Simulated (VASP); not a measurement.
Consider the following.

```xyz
2
Lattice="0.0000 3.2400 3.2400 3.2400 0.0000 3.2400 3.2400 3.2400 0.0000" Properties=species:S:1:pos:R:3 pbc="T T T"
In     0.0000     0.0000     0.0000
Sb     1.6200     1.6200     1.6200
```

Method: PBE GGA, VASP's PBE PAW potentials (set 64) (plane waves; VASP 6.6.1). Run with 400 eV cut-off, KSPACING 0.3 per Å, Gaussian smearing of 0.050 eV, potentials In_d Sb.

Gaps are read on the run's mesh, which can miss a band edge. Unless said otherwise, spin-orbit coupling is left out, though it shifts the bands of the heavy elements here.

Task: Estimate the energy per atom (σ→0), pressure, band gap (on the k-mesh) with the smallest direct gap where there is one.

Result: 
| Item | Result |
|---|---|
| band gap (on the k-mesh) | none (metal, semimetal or under 0.01 eV) |
| energy per atom (σ→0) | -3.442 eV/atom |
| pressure | 3.14 GPa |

Total energies compare only between runs with the same potentials, cut-off and functional.

The compound is InSb in the zinc blende structure. The cell was not relaxed at this level. The run is one of a series of settings (KGAMMA = .TRUE., KSPACING = 0.3, KPOINTS file removed against the base run), some of them coarse on purpose.
